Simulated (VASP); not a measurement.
# SnHgAs2 with PBE: from relaxation to properties, part 3 of 5

Wanted: the relaxed cell of SnHgAs2 and its properties. The cell is invented: it takes the structure of a Materials Project entry for CdSnAs2 (space group 166 there), with some of its atoms replaced by other elements, volume scaled by an estimate. It may not be a known or stable phase. Left out of this account: at least 7 further runs (self-consistent run: it repeats an earlier run and gave the same numbers).

VASP 6.6.1; PBE; plane waves and PAW (Hg, Sn_d, As); invented cell.

So far. Step 3 (Full relaxation (PBE)): It ends with a largest force of 0.003 eV/Å and a pressure of 0.04 GPa. Step 4 (Single point with fields (PBE)): In this run the pressure is 0.04 GPa, small enough to go on; single stress components reach 0.06 GPa.

### Step 5. Band structure (PBE)

Levels along the symmetry lines show where the bands peak and cross; KPOINTS_OPT computes them in the converged potential.

INCAR

```
SYSTEM = SnHgAs2
PREC = Accurate
ENCUT = 400
EDIFF = 1E-06
NELM = 100
ISMEAR = 0
SIGMA = 0.05
LREAL = .FALSE.
ALGO = Normal
GGA = PE
NBANDS = 32
LORBIT = 11
LWAVE = .FALSE.
LCHARG = .FALSE.
KPAR = 2
```

POSCAR

```
SnHgAs2
1.0
    2.0086714649      1.1597073097      6.7965355561
   -2.0086714649      1.1597073097      6.7965355561
    0.0000000000     -2.3194146193      6.7965355561
Hg Sn As
1 1 2
Direct
    0.5000000000      0.5000000000      0.5000000000
    0.0000000000      0.0000000000      0.0000000000
    0.2514731690      0.2514731690      0.2514731690
    0.7485268310      0.7485268310      0.7485268310
```

KPOINTS

```
Automatic mesh
0
Gamma
6 6 6
0 0 0
```

KPOINTS_OPT

```
Line mode
16
Line-mode
Reciprocal
  0.00000000   0.00000000   0.00000000 GAMMA
  0.50000000   0.00000000   0.00000000 L

  0.50000000   0.00000000   0.00000000 L
  0.50000000   0.18607688  -0.18607688 B1

  0.81392312   0.50000000   0.18607688 B
  0.50000000   0.50000000   0.50000000 Z

  0.50000000   0.50000000   0.50000000 Z
  0.00000000   0.00000000   0.00000000 GAMMA

  0.00000000   0.00000000   0.00000000 GAMMA
  0.34303844   0.00000000  -0.34303844 X

  0.65696156   0.34303844   0.00000000 Q
  0.50000000   0.50000000   0.00000000 F

  0.50000000   0.50000000   0.00000000 F
  0.65696156   0.65696156   0.18607688 P1

  0.65696156   0.65696156   0.18607688 P1
  0.50000000   0.50000000   0.50000000 Z

  0.50000000   0.00000000   0.00000000 L
  0.81392312   0.34303844   0.34303844 P
```

The projector-augmented-wave data sets are Hg, Sn_d and As (PBE family, release 64).

Started as:

```console
$ mpirun -np 2 vasp_std
```

What it wrote:

```text
[... set-up lines as in an earlier step ...]
 entering main loop
       N       E                     dE             d eps       ncg     rms          rms(c)
DAV:   1     0.272585018391E+03    0.27259E+03   -0.13651E+04  2208   0.108E+03
DAV:   2     0.143828853032E+02   -0.25820E+03   -0.24314E+03  2112   0.353E+02
DAV:   3    -0.126290269329E+02   -0.27012E+02   -0.26629E+02  2432   0.938E+01
DAV:   4    -0.134417355617E+02   -0.81271E+00   -0.81198E+00  2432   0.169E+01
DAV:   5    -0.134599010075E+02   -0.18165E-01   -0.18164E-01  2576   0.264E+00    0.529E+00
DAV:   6    -0.129983693643E+02    0.46153E+00   -0.74745E-01  2584   0.896E+00    0.511E+00
DAV:   7    -0.129963535070E+02    0.20159E-02   -0.19456E-01  2416   0.212E+00    0.277E+00
DAV:   8    -0.129940847104E+02    0.22688E-02   -0.16407E-02  2408   0.912E-01    0.389E-01
DAV:   9    -0.129937605721E+02    0.32414E-03   -0.14977E-03  2488   0.363E-01    0.754E-02
DAV:  10    -0.129938411570E+02   -0.80585E-04   -0.46227E-04  2336   0.114E-01    0.381E-02
DAV:  11    -0.129938458426E+02   -0.46856E-05   -0.24660E-05  2528   0.344E-02    0.207E-02
DAV:  12    -0.129938496772E+02   -0.38347E-05   -0.93801E-06  2328   0.163E-02    0.106E-02
DAV:  13    -0.129938503051E+02   -0.62791E-06   -0.58739E-07  1560   0.496E-03
   1 F= -.12993850E+02 E0= -.12993199E+02  d E =-.130245E-02
 Start KPOINTS_OPT (optional k-point list driver)
k-point batch [1-32\144]
       N       E                     dE             ncg
DAV:   1     0.315645700417E+04   -0.20793E+05     2232
DAV:   2    -0.501969678859E+04   -0.81762E+04     2104
DAV:   3    -0.586307388507E+04   -0.84338E+03     2464
DAV:   4    -0.588837037745E+04   -0.25296E+02     2336
DAV:   5    -0.588895229846E+04   -0.58192E+00     2696
DAV:   6    -0.588897100379E+04   -0.18705E-01     2528
DAV:   7    -0.588897164536E+04   -0.64157E-03     2968
DAV:   8    -0.588897165124E+04   -0.58866E-05     1880
DAV:   9    -0.588897165144E+04   -0.19638E-06     1680
[...]
k-point batch [129-144\144]
       N       E                     dE             ncg
DAV:   1     0.107604663357E+05   -0.14248E+05     1128
DAV:   2     0.668482103822E+04   -0.40756E+04     1080
DAV:   3     0.625124941587E+04   -0.43357E+03     1216
DAV:   4     0.623790339257E+04   -0.13346E+02     1256
DAV:   5     0.623760083402E+04   -0.30256E+00     1312
DAV:   6     0.623759057541E+04   -0.10259E-01     1376
DAV:   7     0.623759005884E+04   -0.51657E-03     1424
DAV:   8     0.623759005543E+04   -0.34051E-05     1000
DAV:   9     0.623759005524E+04   -0.19204E-06      832
```

Elapsed: 4.9 min, on 2 MPI ranks of Intel Xeon Platinum 8375C at 2.90GHz (Ice Lake), shared host; peak memory 0.71 GiB.

OUTCAR, selected parts (step 5):

```text
   k-points           NKPTS =     32   k-points in BZ     NKDIM =     32   number of bands    NBANDS=     32

   NELECT =      36.0000    total number of electrons

 E-fermi :   4.9557

 k-point     1 :       0.0000    0.0000    0.0000
  band No.  band energies     occupation
    ...
     13      -1.4959      2.00000
     14       3.5216      2.00000
     15       4.2967      2.00000
     16       4.5210      2.00000
     17       4.5210      2.00000
     18       5.3737      0.00000
     19       5.3737      0.00000
     20       7.0152      0.00000
     21       7.9773      0.00000
     22       7.9773      0.00000
    ...

  Total        0.0391794      0.0391794     -0.0002187      0.0000000     -0.0000000      0.0000000
  in kB        0.6608030      0.6608033     -0.0036879      0.0000000     -0.0000000      0.0000000
  external PRESSURE =       0.4393061 kB  Pullay stress =       0.0000000 kB

 POSITION                                       TOTAL-FORCE (eV/Angst)
 -----------------------------------------------------------------------------------
      0.00000      0.00000     10.19480        -0.000000     -0.000000     -0.000000
      0.00000      0.00000      0.00000         0.000000     -0.000000     -0.000000
      0.00000      0.00000      5.12744         0.000000     -0.000000     -0.003243
      0.00000      0.00000     15.26217         0.000000      0.000000      0.003243
 -----------------------------------------------------------------------------------
    total drift:                                0.000000      0.000000     -0.000000

  FREE ENERGIE OF THE ION-ELECTRON SYSTEM (eV)
  ---------------------------------------------------
  free  energy   TOTEN  =       -12.9938503051 eV

  energy  without entropy=      -12.9925478507  energy(sigma->0) =      -12.99319908

[... 8 parts as in an earlier step ...]

[... 8 further parts left out ...]
```

Spin-orbit coupling is off here; it can split and shift levels that hold much weight on Hg and Sn by tenths of an eV or more.

This step gave:

| Item | Value |
| --- | --- |
| bands | 32 |
| pressure | 0.04393 GPa |

The electronic bands at the labelled points (eV, zero at the Fermi level; # counts the bands kept in this run, so #1 is VASP's band 8):

```csv
point,#8,#9,#10,#11,#12,#13,#14,#15
Γ,-0.66,-0.43,-0.43,0.42,0.42,2.06,3.02,3.02
0.53 of the way,-3.30,-1.23,-0.78,-0.53,0.66,1.87,3.66,4.75
L,-2.72,-2.51,-1.70,-1.05,-0.27,0.01,4.93,4.94
0.53 of the way,-3.46,-3.07,-2.38,-2.09,1.68,1.98,3.38,3.50
B1,-3.58,-3.30,-1.86,-1.47,0.58,0.70,4.39,4.68
jump to B,-3.58,-3.30,-1.86,-1.47,0.58,0.70,4.39,4.68
0.47 of the way,-2.32,-2.01,-1.09,-1.03,0.59,0.74,4.52,4.99
Z,-0.12,-0.12,-0.10,-0.10,1.53,1.82,3.88,3.88
0.47 of the way,-0.34,-0.34,0.20,0.20,0.72,2.02,3.44,3.44
Γ,-0.66,-0.43,-0.43,0.42,0.42,2.06,3.02,3.02
0.47 of the way,-3.02,-2.30,-1.55,0.36,1.94,2.51,3.37,3.75
X,-3.98,-2.94,-2.27,-1.27,0.11,1.81,3.21,5.59
jump to Q,-3.98,-2.94,-2.27,-1.27,0.11,1.81,3.21,5.59
0.47 of the way,-4.61,-2.24,-1.27,-1.19,-0.46,1.90,2.62,4.55
F,-3.49,-2.60,-2.42,0.37,0.38,1.96,2.93,3.16
0.47 of the way,-3.52,-2.49,-2.40,0.09,0.30,2.19,2.58,3.26
P1,-3.50,-2.31,-2.17,-0.60,0.06,1.90,2.88,3.58
0.53 of the way,-2.19,-1.57,-1.51,0.36,0.50,2.95,3.17,3.64
Z,-0.12,-0.12,-0.10,-0.10,1.53,1.82,3.88,3.88
jump to L,-2.72,-2.51,-1.70,-1.05,-0.27,0.01,4.93,4.94
0.53 of the way,-3.39,-2.03,-1.60,-1.22,-0.56,0.94,3.97,4.49
P,-3.50,-2.31,-2.17,-0.60,0.06,1.90,2.88,3.58
```

Of the projections kept (Hg, Sn, As), the largest for each band there, as a share of the weight inside these atoms' spheres; weight between the spheres isn't counted:

```csv
point,#8,#9,#10,#11,#12,#13,#14,#15
Γ,As 0.76,As 0.73,As 0.73,As 0.82,As 0.82,As 0.47,Sn 0.63,Sn 0.63
L,As 0.37,As 0.67,As 0.50,As 0.81,As 0.46,Hg 0.38,As 0.69,As 0.64
B1,As 0.52,As 0.46,As 0.44,As 0.67,As 0.40,As 0.49,As 0.47,As 0.40
B,As 0.52,As 0.46,As 0.44,As 0.67,As 0.40,As 0.49,As 0.47,As 0.40
Z,As 0.62,As 0.62,As 0.88,As 0.88,As 0.56,Sn 0.43,Sn 0.64,Sn 0.64
Γ,As 0.76,As 0.73,As 0.73,As 0.82,As 0.82,As 0.47,Sn 0.63,Sn 0.63
```

There is no gap at this level.

### Step 6. Total and projected DOS (PBE)

A density of states needs more k-points than a total energy, and tetrahedra (ISMEAR = -5) or a smearing that fits the mesh; LORBIT projects the states on the PAW spheres. The mesh is finer than in the run before.

Changes to INCAR since step 5:

```diff
@@ -5,3 +5,3 @@
 NELM = 100
-ISMEAR = 0
+ISMEAR = -5
 SIGMA = 0.05
@@ -15 +15,2 @@
 KPAR = 2
+NEDOS = 2001
```

POSCAR is that of step 5.

KPOINTS

```
Automatic mesh
0
Gamma
8 8 8
0 0 0
```

Started as:

```console
$ mpirun -np 2 vasp_std
```

What it wrote:

```text
[... set-up lines as in an earlier step ...]
 entering main loop
       N       E                     dE             d eps       ncg     rms          rms(c)
DAV:   1     0.273425093304E+03    0.27343E+03   -0.13721E+04  4520   0.107E+03
DAV:   2     0.147257745108E+02   -0.25870E+03   -0.24366E+03  4328   0.351E+02
DAV:   3    -0.125903089998E+02   -0.27316E+02   -0.26930E+02  5056   0.944E+01
DAV:   4    -0.134195269253E+02   -0.82922E+00   -0.82833E+00  4768   0.169E+01
DAV:   5    -0.134379316724E+02   -0.18405E-01   -0.18392E-01  5384   0.263E+00    0.537E+00
DAV:   6    -0.129572538990E+02    0.48068E+00   -0.78493E-01  5352   0.920E+00    0.520E+00
DAV:   7    -0.129592713745E+02   -0.20175E-02   -0.20357E-01  4944   0.215E+00    0.278E+00
DAV:   8    -0.129569849294E+02    0.22864E-02   -0.15741E-02  4832   0.892E-01    0.406E-01
DAV:   9    -0.129570211585E+02   -0.36229E-04   -0.14735E-03  5136   0.363E-01    0.758E-02
DAV:  10    -0.129570678762E+02   -0.46718E-04   -0.45843E-04  4680   0.112E-01    0.361E-02
DAV:  11    -0.129570248112E+02    0.43065E-04   -0.28118E-05  5104   0.381E-02    0.194E-02
DAV:  12    -0.129570149530E+02    0.98582E-05   -0.83757E-06  4792   0.145E-02    0.980E-03
DAV:  13    -0.129570233204E+02   -0.83674E-05   -0.45387E-07  3160   0.408E-03    0.159E-03
DAV:  14    -0.129570249991E+02   -0.16787E-05   -0.14562E-07  2552   0.210E-03    0.957E-04
DAV:  15    -0.129570252065E+02   -0.20736E-06   -0.22647E-08  2472   0.108E-03
   1 F= -.12957025E+02 E0= -.12957025E+02  d E =0.000000E+00
 -----------------------------------------------------------------------------
|                                                                             |
|           W    W    AA    RRRRR   N    N  II  N    N   GGGG   !!!           |
|           W    W   A  A   R    R  NN   N  II  NN   N  G    G  !!!           |
|           W    W  A    A  R    R  N N  N  II  N N  N  G       !!!           |
|           W WW W  AAAAAA  RRRRR   N  N N  II  N  N N  G  GGG   !            |
|           WW  WW  A    A  R   R   N   NN  II  N   NN  G    G                |
|           W    W  A    A  R    R  N    N  II  N    N   GGGG   !!!           |
|                                                                             |
|     Tetrahedron method does not include variations of the Fermi             |
|     occupations, so forces and stress will be inaccurate. We suggest        |
|     using a different smearing scheme ISMEAR = 1 or 2 for metals in         |
|     relaxations.                                                            |
|                                                                             |
 -----------------------------------------------------------------------------
```

Wall time 2.8 min (2 MPI ranks); peak memory 0.79 GiB; 5.4 min of CPU time.

Parts of OUTCAR (step 6):

```text
   k-points           NKPTS =     65   k-points in BZ     NKDIM =     65   number of bands    NBANDS=     32

   NELECT =      36.0000    total number of electrons

 E-fermi :   4.9108

 k-point     1 :       0.0000    0.0000    0.0000
  band No.  band energies     occupation
    ...
     13      -1.5049      2.00000
     14       3.5236      2.00000
     15       4.2972      2.00000
     16       4.5311      2.00000
     17       4.5311      2.00000
     18       5.3853     -0.05035
     19       5.3853      0.00000
     20       7.0212      0.00000
     21       7.9773      0.00000
     22       7.9773      0.00000
    ...

  Total        0.1566711      0.1566712     -0.3763951      0.0000000     -0.0000000      0.0000000
  in kB        2.6424287      2.6424300     -6.3483142      0.0000000     -0.0000000      0.0000000
  external PRESSURE =      -0.3544852 kB  Pullay stress =       0.0000000 kB

 POSITION                                       TOTAL-FORCE (eV/Angst)
 -----------------------------------------------------------------------------------
      0.00000      0.00000     10.19480         0.000000     -0.000000     -0.000000
      0.00000      0.00000      0.00000         0.000000     -0.000000     -0.000000
      0.00000      0.00000      5.12744         0.000000      0.000000      0.101804
      0.00000      0.00000     15.26217         0.000000     -0.000000     -0.101804
 -----------------------------------------------------------------------------------
    total drift:                                0.000000      0.000000     -0.000000

  FREE ENERGIE OF THE ION-ELECTRON SYSTEM (eV)
  ---------------------------------------------------
  free  energy   TOTEN  =       -12.9570252065 eV

  energy  without entropy=      -12.9570252065  energy(sigma->0) =      -12.95702521

[... 6 parts as in an earlier step ...]

[... 10 further parts left out ...]
```

Force components of up to 0.10 eV/Å appear here. Mesh or smearing differ from those of the relaxation, so its positions hold an error of that kind, and the forces of a metal with tetrahedra are inexact too. With tetrahedra the forces and stress of a metal are not exact derivatives of the energy.

This step gave:

```yaml
scf_cycles: 15
irreducible_k_points: 65
free_energy_toten: -12.96 eV
fermi_energy: 4.911 eV
pressure: -0.03545 GPa
dos_at_the_fermi_level_one_point_of_the_energy_grid: 2.486 states/eV/cell
```

The density of states has structure finer than the step of the table below, so its rows give means over 0.5 eV, whole bins alone (the curve runs from -12.0 to 5.85 eV). Peaks (eV: height): total -10.34: 8.64, -6.91: 60.4, -6.54: 24.8; As p -6.91: 1.22, -2.30: 0.721, -0.59: 0.829, -0.03: 0.889; Sn p -2.30: 0.367, 2.06: 0.250, 3.65: 0.681, 5.78: 0.268; Hg s -4.79: 0.980, 2.06: 0.224; Hg d -6.91: 52.3, -6.54: 21.8.

States under -12.0 eV and over 5.9 eV are left out; sharp levels give spikes narrower than the energy grid, so sums over such rows miss the true count of states. Table of density of states by energy, zero at the Fermi level; means over each step; values in states/eV/cell:

```csv
energy (eV),total,As p,Sn p,Hg s,Hg d,Sn s,As s
-11.5,0.976,0.00479,0.0140,0.0185,0.0123,0.0885,0.440
-11.0,2.08,0.00671,0.0442,0.0379,0.0584,0.0753,1.05
-10.5,3.94,0.00546,0.0593,0.0317,0.177,0.0453,2.19
-10.0,0,0,0,0,0,0,0
-9.5,0,0,0,0,0,0,0
-9.0,0,0,0,0,0,0,0
-8.5,0,0,0,0,0,0,0
-8.0,0,0,0,0,0,1.4e-5,0
-7.5,3.09,0.193,0.00250,0.0490,1.28,0.658,0.0631
-7.0,9.78,0.211,0.0333,0.0409,8.12,0.126,0.0550
-6.5,10.2,0.111,0.0268,0.0273,8.68,0.279,0.142
-6.0,2.33,0.0848,0.0134,0.0659,1.08,0.475,0.156
-5.5,0.517,0.0292,0.00314,0.0166,0.125,0.136,0.0738
-5.0,1.32,0.189,0.0599,0.296,0.114,0.0174,0.0397
-4.5,1.75,0.251,0.0735,0.358,0.122,0.0515,0.117
-4.0,1.24,0.203,0.0817,0.178,0.0514,0.0555,0.0783
-3.5,1.40,0.267,0.136,0.0986,0.0581,0.0437,0.0532
-3.0,1.55,0.331,0.179,0.0603,0.0714,0.0292,0.0424
-2.5,2.33,0.564,0.293,0.0576,0.0891,0.0224,0.0399
-2.0,2.28,0.596,0.273,0.0493,0.0786,0.0202,0.0352
-1.5,2.31,0.640,0.249,0.0554,0.0767,0.0265,0.0367
-1.0,2.45,0.744,0.215,0.0516,0.0818,0.0280,0.0341
-0.5,2.19,0.717,0.148,0.0437,0.0741,0.0363,0.0339
0.0,2.32,0.800,0.107,0.0674,0.0920,0.0582,0.0281
0.5,1.26,0.380,0.0736,0.0622,0.0438,0.0682,0.0234
1.0,1.22,0.309,0.0833,0.0794,0.0347,0.106,0.0330
1.5,1.91,0.472,0.134,0.151,0.0497,0.157,0.0471
2.0,2.06,0.405,0.196,0.192,0.0372,0.121,0.0948
2.5,0.418,0.0743,0.0489,0.0389,0.00548,0.0188,0.0300
3.0,0.601,0.0675,0.0945,0.0147,0.00657,0.00903,0.0329
3.5,2.63,0.319,0.534,0.0425,0.0303,0.0251,0.132
4.0,2.56,0.331,0.583,0.0349,0.0390,0.0192,0.0807
4.5,2.09,0.306,0.382,0.0521,0.0434,0.0211,0.0469
5.0,2.70,0.436,0.360,0.0986,0.0655,0.0273,0.0435
5.5,2.41,0.410,0.245,0.0779,0.0523,0.0295,0.0263
```

Force by atom:

| atom | x (eV/Å) | y (eV/Å) | z (eV/Å) | size |
| --- | --- | --- | --- | --- |
| Hg1 | 0.000 | 0.000 | 0.000 | 0.000 |
| Sn2 | 0.000 | 0.000 | 0.000 | 0.000 |
| As3 | 0.000 | 0.000 | 0.102 | 0.102 |
| As4 | 0.000 | 0.000 | -0.102 | 0.102 |

The finer mesh and the other smearing move the Fermi level by -0.04 eV from the 6×6×6 run, a small shift, which tests the Fermi level alone. Of the states within 0.3 eV of the Fermi level, the largest shares in the PAW spheres are As p 34 %. The rest lies in smaller channels or between the spheres.

(Part 3 of 5 ends here.)

[Lines on the potential files, build, host, timing and source positions are cut from VASP's logs without a mark.]

[Logs are printed without paths, hosts, clocks, repeated set-up lines and the standing remarks that a program may print on its own settings, such as how far it seeks lower states.]

[Hosts, paths, dates, database ids (printed as entryN), source tags and the programs' standing remarks are cut or masked in the printed files.]

[A measured line is paired with the nearest computed mode of its activity, which favours agreement.]

[In band tables of VASP the shares of atoms and orbitals are scaled to a sum of 1 inside the atoms' spheres.]
